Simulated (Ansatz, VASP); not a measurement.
# Os4C in VASP and in Ansatz

```xyz
5
Lattice="-2.6100 2.6100 2.6100 2.6100 -2.6100 2.6100 2.6100 2.6100 -2.6100" Properties=species:S:1:pos:R:3 pbc="T T T"
Os    1.3050    1.3050    1.3050
Os    1.3050    1.3050   -1.3050
Os    1.3050   -1.3050    1.3050
Os   -1.3050    1.3050    1.3050
C     0.0000    0.0000    0.0000
```

Alike in both runs: task single point; functional PBE; k mesh 6 × 6 × 6; occupations gaussian, width 0.1 eV; no spin polarisation.

|  | VASP | Ansatz |
| --- | --- | --- |
| version | VASP 6.6.1 | Ansatz 0.2.0 |
| potentials or method | VASP PAW PBE potentials, release 64 (Os, C) | scalar-relativistic, plane waves, PAW |
| plane-wave cutoff (eV) | 520 | 420 |
| valence electrons in the cell | 36 | 68 |

```tsv
	VASP	Ansatz	Ansatz less VASP
gap on the k mesh at the Fermi level (eV)	none	none	-
pressure (GPa)	-2.4	-2.8	-0.42
```

A gap of «none» marks a metal or a gap that the smearing closes. The two sets of potentials don't hold the same shells in valence.

The runs have no spin-orbit coupling, so splittings on Os are missing.
